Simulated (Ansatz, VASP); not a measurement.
# CuSn3: VASP beside Ansatz

```
CELL_PARAMETERS angstrom
6.62288 0.00000 0.00000
-3.31144 5.73559 0.00000
0.00000 0.00000 5.00481
ATOMIC_POSITIONS crystal
Sn 0.17234 0.34468 0.25000
Sn 0.17234 0.82766 0.25000
Sn 0.65532 0.82766 0.25000
Sn 0.82766 0.65532 0.75000
Sn 0.82766 0.17234 0.75000
Sn 0.34468 0.17234 0.75000
Cu 0.33333 0.66667 0.75000
Cu 0.66667 0.33333 0.25000
```

The cell comes from a database or a generator and needn't be the stable form of this composition.

Alike in both runs: task single point; functional PBE; k mesh 5 × 5 × 6; occupations fermi-dirac, width 0.05 eV; no spin polarisation.

```csv
,VASP,Ansatz
version,VASP 6.6.1,Ansatz 0.2.0
potentials or method,"VASP PAW PBE potentials, release 64 (Sn_d, Cu)",Ansatz PAW
plane-wave cutoff (eV),520,420
valence electrons in the cell,106,122
```

Ansatz gave:

* gap on the k mesh at the Fermi level (eV): none
* pressure (GPa): 0.2
* largest component of the traceless stress (GPa): 0.19
* rms of the force components (eV/Å): 0.122

**Question.** Which values does VASP return?

**Answer.** gap on the k mesh at the Fermi level (eV): none; pressure (GPa): 0.2; largest component of the traceless stress (GPa): 0.16; rms of the force components (eV/Å): 0.119.

Atom by atom the forces differ by 0.003 eV/Å (rms over components). A gap of «none» marks a metal or a gap that the smearing closes. The two sets of potentials don't hold the same shells in valence.
